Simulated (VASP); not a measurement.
Here is a VASP 6.6.1 calculation.

Contents of INCAR:

```
SYSTEM = BH12C3N
PREC = Accurate
ENCUT = 520
EDIFF = 1E-6
ISMEAR = -1
SIGMA = 0.02
LREAL = Auto
LASPH = .TRUE.
NELM = 60
ALGO = Fast
ISIF = 2
LWAVE = .FALSE.
LCHARG = .FALSE.
GGA = PE
NBANDS = 30
```

The input KPOINTS:

```
Automatic mesh
0
G
  6 6 6
  0 0 0
```

File POSCAR:

```
BH12C3N
1.0
    4.5396000000      2.6209392820      1.9640666667
   -4.5396000000      2.6209392820      1.9640666667
    0.0000000000     -5.2418785640      1.9640666667
B H C N
1 12 3 1
Direct
    0.9181596427      0.9181596427      0.9181596427
    0.2810688730      0.5465571057      0.2810688730
    0.2810688730      0.2810688730      0.5465571057
    0.5465571057      0.2810688730      0.2810688730
    0.3994957855      0.8616670019      0.5962546516
    0.5962546516      0.3994957855      0.8616670019
    0.8616670019      0.5962546516      0.3994957855
    0.5962546516      0.8616670019      0.3994957855
    0.8616670019      0.3994957855      0.5962546516
    0.3994957855      0.5962546516      0.8616670019
    0.0529047671      0.0529047671      0.8299896670
    0.8299896670      0.0529047671      0.0529047671
    0.0529047671      0.8299896670      0.0529047671
    0.4670279442      0.7335071269      0.4670279442
    0.4670279442      0.4670279442      0.7335071269
    0.7335071269      0.4670279442      0.4670279442
    0.6433484108      0.6433484108      0.6433484108
```

Potentials or basis: VASP PAW PBE potentials, release 64 (B, H, C, N).

Command:

```sh
$ cat potpaw_PBE.64/B/POTCAR potpaw_PBE.64/H/POTCAR potpaw_PBE.64/C/POTCAR potpaw_PBE.64/N/POTCAR > POTCAR
$ mpirun -np 1 vasp_std > vasp.out
```

Question: Estimate the pressure.

Answer: 0.6 GPa.

Question: Predict the band gap on the k mesh.

Answer: 6.29 eV, indirect (least direct gap 6.37 eV).

Stress tensor (GPa, compression positive):
```
0.69 0.00 0.00
0.00 0.69 0.00
0.00 0.00 0.49
```

A k mesh can miss the band edges.
